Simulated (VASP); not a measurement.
Crystal: SiGe3.

```
CELL_PARAMETERS angstrom
4.02845 0.00000 0.00000
0.00000 4.02845 0.00000
0.00000 0.00000 4.02845
ATOMIC_POSITIONS crystal
Si 0.00000 0.00000 0.00000
Ge 0.00000 0.50000 0.50000
Ge 0.50000 0.00000 0.50000
Ge 0.50000 0.50000 0.00000
```

The cell was built by a generator and needn't be a form met in nature.

| Quantity | Value |
| --- | --- |
| Program | VASP 6.6.1 |
| Task | relaxation of cell and atoms |
| Functional | PBE |
| Potentials or basis | VASP PAW PBE potentials, release 64 (Si, Ge_d) |
| Cutoff | 520 eV |
| k mesh | 5 × 5 × 5 |
| Occupations | gaussian, width 0.15 eV |
| Spin | no spin polarisation |

At the start: pressure 9.2 GPa; volume 16.34 Å³/atom.

Task: Where does the relaxation end?

Result: Over 4 steps the energy falls by 62.5 meV/atom and the volume is 18.01 Å³/atom (+10.2 %); space group Pm-3m (No. 221, to 0.05 Å).

The path:
```csv
step,energy change (eV),largest force (eV/Å),pressure (GPa),volume (Å³)
1,0.0000,0.0000,9.24,65.38
2,-0.2520,0.0000,-2.27,74.71
3,-0.2568,0.0000,-1.50,73.31
4,-0.2502,0.0000,0.05,72.05
```

Final structure:
```cif
data_structure
_symmetry_space_group_name_H-M 'P 1'
_symmetry_Int_Tables_number 1
_cell_length_a 4.1611
_cell_length_b 4.1611
_cell_length_c 4.1611
_cell_angle_alpha 90.000
_cell_angle_beta 90.000
_cell_angle_gamma 90.000
_cell_volume 72.05
loop_
_atom_site_label
_atom_site_type_symbol
_atom_site_fract_x
_atom_site_fract_y
_atom_site_fract_z
_atom_site_occupancy
Si1 Si 0.00000 0.00000 0.00000 1
Ge1 Ge 0.00000 0.50000 0.50000 1
Ge2 Ge 0.50000 0.00000 0.50000 1
Ge3 Ge 0.50000 0.50000 0.00000 1
```
